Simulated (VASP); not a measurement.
Data:

```
Rh
1.0
    0.00000     1.89475     1.89475
    1.89475     0.00000     1.89475
    1.89475     1.89475     0.00000
Rh
1
Direct
  0.00000   0.00000   0.00000
```

Method: r2SCAN+rVV10, VASP's PBE PAW potentials (set 64) (plane waves; VASP 6.6.1). Settings: 400 eV cut-off, 18×18×18 Γ-centred mesh, tetrahedra with Blöchl corrections, potentials Rh_pv.

Question: Give the energies of bands 4 to 9 at the high-symmetry points, in eV from the Fermi level.

Answer: 
```
band      Γ      X      U      L      W
----  -----  -----  -----  -----  -----
4     -8.29  -6.66  -5.81  -6.43  -5.29
5     -3.22  -6.28  -5.01  -3.34  -3.99
6     -3.22   0.53  -2.15  -3.34  -3.99
7     -3.22   1.07  -0.76   0.61  -1.30
8     -1.08   1.07   0.42   0.61   1.08
9     -1.08   3.48   8.32   0.87  10.17
```

It has no gap at this level: it comes out as a metal or semimetal.

The structure comes from a measured Rh entry (Fm-3m) of the Crystallography Open Database, whose conditions weren't checked. It was relaxed first.
